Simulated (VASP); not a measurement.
Input:

```
KMgF3
1.0
    3.91669     0.00000     0.00000
    0.00000     3.91669     0.00000
    0.00000     0.00000     3.91669
K Mg F
1 1 3
Cartesian
  0.00000   0.00000   0.00000
  1.95835   1.95835   1.95835
  1.95835   0.00000   1.95835
  0.00000   1.95835   1.95835
  1.95835   1.95835   0.00000
```

These are r2SCAN+rVV10, VASP's PBE PAW potentials (set 64) (plane waves; VASP 6.6.1) values and carry that method's errors. Run with 520 eV cut-off, 6×6×6 Γ-centred mesh, Gaussian smearing of 0.050 eV, potentials K_sv Mg F.

Problem. Give the stress tensor in GPa (positive for a compressed cell).

Solution. 
```
2.50  0.00  0.00
0.00  2.50  0.00
0.00  0.00  2.50
```
The pressure is its mean diagonal, 2.50 GPa.

The compound is KMgF3 in the cubic perovskite structure. This cell is one point of a volume scan, at 0.97 of the reference volume.
